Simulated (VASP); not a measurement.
These are optB86b-vdW, VASP's PBE PAW potentials (set 64) (plane waves; VASP) values and carry that method's errors.

VASP ran on this input.

### POSCAR
```
SiC
3.0296410
  0.0000000000   0.7071066718   0.7071066718
  0.7071066718   0.0000000000   0.7071066718
  0.7071066718   0.7071066718   0.0000000000
Si C
1 1
Cart
  0.0000000000   0.0000000000   0.0000000000
  0.3535533359   0.3535533359   0.3535533359
```

### INCAR
```
# general
SYSTEM  =SiC
PREC    =Accurate
ENCUT   =520   # plane-wave cut-off (eV)
LREAL   =.False.   # projection in real space or not
LASPH   =.True.

# electronic loop
EDIFF   =1E-7   # SCF stop (eV)
NELM    =100   # most electronic steps
ALGO    =Normal

# smearing
ISMEAR  =0   # Gaussian
SIGMA   =0.05

# functional
GGA     =MK
LUSE_VDW=.True.
AGGAC   =0.0
PARAM1  =0.1234
PARAM2  =1.0

# ions
ISIF    =2   # forces and stress, cell fixed

# output
LWAVE   =.False.
LCHARG  =.False.
```

### KPOINTS
```
Automatic mesh
0
Gamma
10 10 10
0 0 0
```

POTCAR, in this order: Si C (PBE.64 set). Program: vasp_std.

The run wrote:

File OUTCAR:
```
 ion  position               nearest neighbor table
   1  0.000  0.000  0.000-   2 1.86   2 1.86   2 1.86   2 1.86
   2  0.250  0.250  0.250-   1 1.86   1 1.86   1 1.86   1 1.86
  LATTYP: Found a face centered cubic cell.
 ALAT       =     4.2845587284
 Subroutine PRICEL returns:
 Original cell was already a primitive cell.
 Subroutine GETGRP returns: Found 24 space group operations
The static configuration has the point symmetry T_d .
The dynamic configuration has the point symmetry T_d .
 Subroutine INISYM returns: Found 24 space group operations
 Subroutine IBZKPT returns following result:
 Found     47 irreducible k-points:

 Following reciprocal coordinates:
            Coordinates               Weight
  0.000000  0.000000  0.000000      1.000000
  0.100000  0.000000  0.000000      8.000000
  0.200000  0.000000  0.000000      8.000000
  0.300000  0.000000  0.000000      8.000000
  0.400000  0.000000  0.000000      8.000000
  0.500000  0.000000  0.000000      4.000000
  0.100000  0.100000  0.000000      6.000000
  0.200000  0.100000  0.000000     24.000000
  0.300000  0.100000  0.000000     24.000000
...
```

OSZICAR:
```
       N       E                     dE             d eps       ncg     rms          rms(c)
DAV:   1     0.551783677249E+01    0.55178E+01   -0.41286E+03   784   0.837E+02
DAV:   2    -0.146055972373E+02   -0.20123E+02   -0.18979E+02  1088   0.105E+02
DAV:   3    -0.149502896452E+02   -0.34469E+00   -0.34469E+00   880   0.167E+01
DAV:   4    -0.149512435173E+02   -0.95387E-03   -0.95387E-03  1192   0.945E-01
DAV:   5    -0.149512439106E+02   -0.39331E-06   -0.39331E-06   880   0.154E-02    0.928E+00
DAV:   6    -0.129977297267E+02    0.19535E+01   -0.79406E+00   832   0.163E+01    0.409E+00
DAV:   7    -0.129314472070E+02    0.66283E-01   -0.42376E-01  1160   0.454E+00    0.190E+00
DAV:   8    -0.129247476316E+02    0.66996E-02   -0.21998E-02   776   0.138E+00    0.150E-01
DAV:   9    -0.129250186983E+02   -0.27107E-03   -0.63589E-04  1168   0.231E-01    0.972E-02
DAV:  10    -0.129251154677E+02   -0.96769E-04   -0.19392E-04   952   0.117E-01    0.224E-02
DAV:  11    -0.129251157905E+02   -0.32282E-06   -0.26100E-05   920   0.340E-02    0.880E-03
DAV:  12    -0.129251161686E+02   -0.37814E-06   -0.96078E-07  1024   0.804E-03    0.134E-03
DAV:  13    -0.129251161998E+02   -0.31235E-07   -0.40268E-08   528   0.187E-03
   1 F= -.12925116E+02 E0= -.12925116E+02  d E =-.451809E-12
```

OUTCAR:
```
------------------------ aborting loop because EDIFF is reached ----------------------------------------
  FORCE on cell =-STRESS in cart. coord.  units (eV):
  Direction    XX          YY          ZZ          XY          YZ          ZX
  --------------------------------------------------------------------------------------
  Total        1.8393666      1.8393666      1.8393666      0.0000000      0.0000000      0.0000000
  in kB      149.8720226    149.8720226    149.8720226      0.0000000      0.0000000      0.0000000
  external PRESSURE =     149.8720226 kB  Pullay stress =       0.0000000 kB
  volume of cell :       19.66
      direct lattice vectors                 reciprocal lattice vectors
     0.000000000  2.142279364  2.142279364    -0.233396264  0.233396264  0.233396264
     2.142279364  0.000000000  2.142279364     0.233396264 -0.233396264  0.233396264
     2.142279364  2.142279364  0.000000000     0.233396264  0.233396264 -0.233396264
  FREE ENERGIE OF THE ION-ELECTRON SYSTEM (eV)
  ---------------------------------------------------
  free  energy   TOTEN  =       -12.9251161998 eV

  energy  without entropy=      -12.9251161998  energy(sigma->0) =      -12.92511620
```
(Selected blocks of OUTCAR.)

The compound is SiC in the zinc blende structure. This cell is one point of a volume scan, at 0.94 of the reference volume.
